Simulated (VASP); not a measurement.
Calculation: PBE GGA with D3 dispersion (Becke-Johnson damping), VASP's PBE PAW potentials (set 64) (plane waves; VASP).

VASP ran on this input.

POSCAR:
```
Ho
1.0
  1.7900000000  -3.1003710000   0.0000000000
  1.7900000000   3.1003710000   0.0000000000
  0.0000000000   0.0000000000   5.6200000000
Ho
2
Cartesian
  1.7900000000   1.0334590669   1.4050000000
  1.7900000000  -1.0334590669   4.2150000000
```

### INCAR
```
SYSTEM = Ho
PREC = Accurate
ENCUT = 520
EDIFF = 1E-6
NELM = 100
ALGO = Normal
LREAL = .FALSE.
LASPH = .TRUE.
ISMEAR = 1
SIGMA = 0.1
GGA = PE
IVDW = 12
LMAXMIX = 6
LWAVE = .FALSE.
LCHARG = .FALSE.
IBRION = 2
ISIF = 3
NSW = 60
EDIFFG = -0.01
```

**KPOINTS**
```
kpoints
0
Gamma
11 11 6
0 0 0
```

POTCAR, in this order: Ho_3 (PBE.64 set). Program: vasp_std.

Output

**OSZICAR**
```
       N       E                     dE             d eps       ncg     rms          rms(c)
DAV:   1     0.885447705667E+02    0.88545E+02   -0.82095E+03  1842   0.128E+03
DAV:   2    -0.384581000798E+01   -0.92391E+02   -0.90928E+02  2351   0.559E+02
DAV:   3    -0.879934037709E+01   -0.49535E+01   -0.47447E+01  2800   0.975E+01
DAV:   4    -0.901699866752E+01   -0.21766E+00   -0.20985E+00  2842   0.132E+01
DAV:   5    -0.902279555653E+01   -0.57969E-02   -0.57764E-02  2718   0.239E+00    0.241E+01
DAV:   6    -0.902364715028E+01   -0.85159E-03   -0.26491E-02  2801   0.212E+00    0.144E+01
DAV:   7    -0.903225159780E+01   -0.86044E-02   -0.47010E-02  2657   0.294E+00    0.305E-01
DAV:   8    -0.903197521719E+01    0.27638E-03   -0.29103E-03  2459   0.585E-01    0.613E-02
DAV:   9    -0.903199245235E+01   -0.17235E-04   -0.20954E-04  2811   0.169E-01    0.322E-02
DAV:  10    -0.903198627125E+01    0.61811E-05   -0.27025E-05  2785   0.548E-02    0.422E-02
DAV:  11    -0.903198690225E+01   -0.63100E-06   -0.17667E-06  1791   0.151E-02
   1 F= -.97124746E+01 E0= -.97134615E+01  d E =-.971247E+01
       N       E                     dE             d eps       ncg     rms          rms(c)
DAV:   1    -0.913426893991E+01   -0.10228E+00   -0.24921E+00  2349   0.159E+01    0.222E+00
DAV:   2    -0.905375767882E+01    0.80511E-01   -0.22163E-01  2358   0.609E+00    0.977E-01
DAV:   3    -0.901317168258E+01    0.40586E-01   -0.82823E-02  2531   0.359E+00    0.362E-01
DAV:   4    -0.901248543611E+01    0.68625E-03   -0.66590E-03  2555   0.103E+00    0.273E-01
DAV:   5    -0.901252987616E+01   -0.44440E-04   -0.72480E-04  2449   0.298E-01    0.269E-02
DAV:   6    -0.901251006660E+01    0.19810E-04   -0.66164E-05  2887   0.114E-01    0.181E-02
DAV:   7    -0.901250275946E+01    0.73071E-05   -0.79334E-06  2552   0.303E-02    0.293E-03
DAV:   8    -0.901250248381E+01    0.27565E-06   -0.34990E-07  1147   0.113E-02
   2 F= -.97256949E+01 E0= -.97266757E+01  d E =-.132203E-01
       N       E                     dE             d eps       ncg     rms          rms(c)
DAV:   1    -0.901916678557E+01   -0.66640E-02   -0.41281E-02  2337   0.199E+00    0.297E-01
DAV:   2    -0.901785514905E+01    0.13116E-02   -0.38826E-03  2453   0.852E-01    0.126E-01
DAV:   3    -0.901718311205E+01    0.67204E-03   -0.12485E-03  2536   0.445E-01    0.440E-02
DAV:   4    -0.901716050416E+01    0.22608E-04   -0.13121E-04  2603   0.145E-01    0.326E-02
DAV:   5    -0.901715719838E+01    0.33058E-05   -0.11676E-05  2376   0.367E-02    0.365E-03
DAV:   6    -0.901715690298E+01    0.29540E-06   -0.61308E-07  1102   0.149E-02
   3 F= -.97260292E+01 E0= -.97270454E+01  d E =-.135546E-01
       N       E                     dE             d eps       ncg     rms          rms(c)
DAV:   1    -0.901777479764E+01   -0.61760E-03   -0.71755E-04  2299   0.267E-01    0.408E-02
DAV:   2    -0.901775145218E+01    0.23345E-04   -0.70934E-05  2513   0.118E-01    0.172E-02
DAV:   3    -0.901773951018E+01    0.11942E-04   -0.22148E-05  2546   0.595E-02    0.580E-03
DAV:   4    -0.901773881017E+01    0.70001E-06   -0.16198E-06  1110   0.200E-02
   4 F= -.97260277E+01 E0= -.97270478E+01  d E =-.135531E-01
       N       E                     dE             d eps       ncg     rms          rms(c)
DAV:   1    -0.902066411801E+01   -0.29246E-02   -0.71947E-02  2443   0.244E+00    0.186E-01
DAV:   2    -0.901972209430E+01    0.94202E-03   -0.17638E-03  2613   0.479E-01    0.111E-01
DAV:   3    -0.901926946753E+01    0.45263E-03   -0.55121E-04  2932   0.238E-01    0.559E-02
DAV:   4    -0.901926290760E+01    0.65599E-05   -0.89360E-05  2723   0.813E-02    0.278E-02
DAV:   5    -0.901926268071E+01    0.22689E-06   -0.43905E-06  1866   0.224E-02
   5 F= -.97267247E+01 E0= -.97279839E+01  d E =-.697005E-03
       N       E                     dE             d eps       ncg     rms          rms(c)
DAV:   1    -0.902169333475E+01   -0.24304E-02   -0.73519E-02  2438   0.247E+00    0.194E-01
DAV:   2    -0.902073764061E+01    0.95569E-03   -0.17894E-03  2609   0.483E-01    0.108E-01
DAV:   3    -0.902027533418E+01    0.46231E-03   -0.57434E-04  2937   0.243E-01    0.504E-02
DAV:   4    -0.902026924191E+01    0.60923E-05   -0.91043E-05  2667   0.819E-02    0.259E-02
DAV:   5    -0.902026908301E+01    0.15891E-06   -0.52753E-06  2018   0.253E-02
   6 F= -.97269147E+01 E0= -.97283947E+01  d E =-.886984E-03
```

### OUTCAR
```
------------------------ aborting loop because EDIFF is reached ----------------------------------------
 Edisp (eV)   -0.70665
  FORCE on cell =-STRESS in cart. coord.  units (eV):
  Direction    XX          YY          ZZ          XY          YZ          ZX
  --------------------------------------------------------------------------------------
  Total      -0.01165    -0.01165     0.00904     0.00000    -0.00000     0.00000
  in kB      -0.31030    -0.31030     0.24074     0.00000    -0.00000     0.00000
  external pressure =       -0.13 kB  Pullay stress =        0.00 kB
  volume of cell :       60.17
      direct lattice vectors                 reciprocal lattice vectors
     1.780728189 -3.084311752  0.000000000     0.280784009 -0.162110720 -0.000000000
     1.780728189  3.084311752  0.000000000     0.280784009  0.162110720  0.000000000
    -0.000000000 -0.000000000  5.477745208    -0.000000000  0.000000000  0.182556866
 POSITION                                       TOTAL-FORCE (eV/Angst)
 -----------------------------------------------------------------------------------
      1.78073      1.02811      1.36944         0.000000     -0.000000     -0.000000
      1.78073     -1.02811      4.10831        -0.000000      0.000000      0.000000
 -----------------------------------------------------------------------------------
    total drift:                               -0.000002      0.000088     -0.000011
  FREE ENERGIE OF THE ION-ELECTRON SYSTEM (eV)
  ---------------------------------------------------
  free  energy   TOTEN  =        -9.7269146850 eV

  energy  without entropy=       -9.7313548174  energy(sigma->0) =       -9.72839473

 reached required accuracy - stopping structural energy minimisation
```
(Selected blocks of OUTCAR.)

File CONTCAR:
```
Ho
   1.00000000000000
     1.7807281894750018   -3.0843117522307679    0.0000000000000000
     1.7807281894750018    3.0843117522307679    0.0000000000000000
    -0.0000000000000000   -0.0000000000000000    5.4777452076630793
  Ho
     2
Direct
     0.3333330000000032    0.6666669999999968    0.2500000000000000
     0.6666669999999968    0.3333330000000032    0.7500000000000000
```

The 4f electrons are frozen in the core of the lanthanide potential, so 4f levels, which can set the real gap, and their magnetism are missing. Energy and stress use the plane-wave basis of the starting cell.

The compound is Ho in the hcp structure. This run relaxes it. Symmetry was kept, so distortions that lower it aren't found.
